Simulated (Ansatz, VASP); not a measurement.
**Two plane-wave programs on AlGa3P4**

The input INCAR:

```
PREC     = Accurate       # precision mode
ENCUT    = 520            # plane-wave cutoff, eV
EDIFF    = 1E-6           # SCF threshold, eV
ISMEAR   = 0              # smearing method
SIGMA    = 0.1            # smearing width, eV
LREAL    = F              # projectors in reciprocal space
LASPH    = T              # aspherical terms in the spheres
NELM     = 100            # most SCF steps
ALGO     = Normal         # electronic algorithm
ISIF     = 2              # what is computed and relaxed
LWAVE    = F              # write WAVECAR
LCHARG   = F              # write CHGCAR
GGA      = PE             # functional
NBANDS   = 41             # bands
```

KPOINTS

```
regular mesh
0
Gamma
  4 4 4
```

File POSCAR:

```
AlGa3P4
1.0
    5.3297780300      0.0000000000      0.0000000000
    0.0000000000      5.3297780300      0.0000000000
    0.0000000000      0.0000000000      5.3297780300
Al Ga P
1 3 4
Direct
    0.5000000000      0.5000000000      0.5000000000
    0.0000000000      0.0000000000      0.5000000000
    0.0000000000      0.5000000000      0.0000000000
    0.5000000000      0.0000000000      0.0000000000
    0.7500000000      0.7500000000      0.7500000000
    0.7500000000      0.2500000000      0.2500000000
    0.2500000000      0.7500000000      0.2500000000
    0.2500000000      0.2500000000      0.7500000000
```

Input for Ansatz:

```yaml
crystal:
  lattice:
    - [5.32977803, 0.0, 0.0]
    - [0.0, 5.32977803, 0.0]
    - [0.0, 0.0, 5.32977803]
  atoms:
    - { symbol: Al, position: [0.5, 0.5, 0.5] }
    - { symbol: Ga, position: [0.0, 0.0, 0.5] }
    - { symbol: Ga, position: [0.0, 0.5, 0.0] }
    - { symbol: Ga, position: [0.5, 0.0, 0.0] }
    - { symbol: P, position: [0.75, 0.75, 0.75] }
    - { symbol: P, position: [0.75, 0.25, 0.25] }
    - { symbol: P, position: [0.25, 0.75, 0.25] }
    - { symbol: P, position: [0.25, 0.25, 0.75] }
basis:
  ecutwfc: 420
kpoints:
  mp_grid: { grid: [4, 4, 4] }
hamiltonian:
  xc: pbe
scf:
  occupations: { method: gaussian, width: 0.1 }
  lower_state_search: "off"
output:
  forces: true
  stress: true
  eigenvalues: true
```

Alike in both runs: task single point; functional PBE; k mesh 4 × 4 × 4; occupations gaussian, width 0.1 eV; no spin polarisation.

|  | VASP | Ansatz |
| --- | --- | --- |
| version | VASP 6.6.1 | Ansatz 0.2.0 |
| potentials or method | VASP PAW PBE potentials, release 64 (Al, Ga_d, P) | scalar-relativistic, plane waves, PAW |
| plane-wave cutoff (eV) | 520 | 420 |
| valence electrons in the cell | 62 | 62 |

```csv
,VASP,Ansatz,Ansatz less VASP
gap on the k mesh at the Fermi level (eV),1.52,1.52,+0.001
least direct gap on the mesh (eV),1.52,1.52,+0.001
pressure (GPa),9.5,9.5,+0.09
rms of the force components (eV/Å),0.020,0.019,-0.0009
```

The functional is the same, so the differences come from potentials, cutoffs and numerics.

A k mesh can miss the band edges. A hybrid or GW would open this gap; PBE tends to underestimate it.
